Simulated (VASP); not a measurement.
Given:

```yaml
crystal:
  lattice:
    - [4.05940, 0.00000, 0.00000]
    - [0.00000, 4.05940, 0.00000]
    - [0.00000, 0.00000, 4.05940]
  atoms:
    - { symbol: Ba, position: [0.00000, 0.00000, 0.00000] }
    - { symbol: Ti, position: [0.50000, 0.50000, 0.50000] }
    - { symbol: O, position: [0.50000, 0.00000, 0.50000] }
    - { symbol: O, position: [0.00000, 0.50000, 0.50000] }
    - { symbol: O, position: [0.50000, 0.50000, 0.00000] }
```

The numbers are results of revPBE GGA, VASP's PBE PAW potentials (set 64) (plane waves; VASP 6.6.1), not measurements. Settings: 520 eV cut-off, 6×6×6 Γ-centred mesh, tetrahedra with Blöchl corrections, potentials Ba_sv Ti_sv O.

The cores are frozen, which limits the accuracy of field gradients.

Question: Give the principal components of the electric field gradient (V/Å²) and the asymmetry η at each nucleus.

Answer: 
```
atom    Vxx    Vyy   Vzz     η
----  -----  -----  ----  ----
Ba1     0.0    0.0   0.0     -
Ti2     0.0    0.0   0.0     -
O3    -14.9  -14.9  29.8  0.00
O4    -14.9  -14.9  29.8  0.00
O5    -14.9  -14.9  29.8  0.00
```

The compound is BaTiO3 in the cubic perovskite structure, the ideal cubic form; the compound distorts at low or room temperature. It was relaxed first.
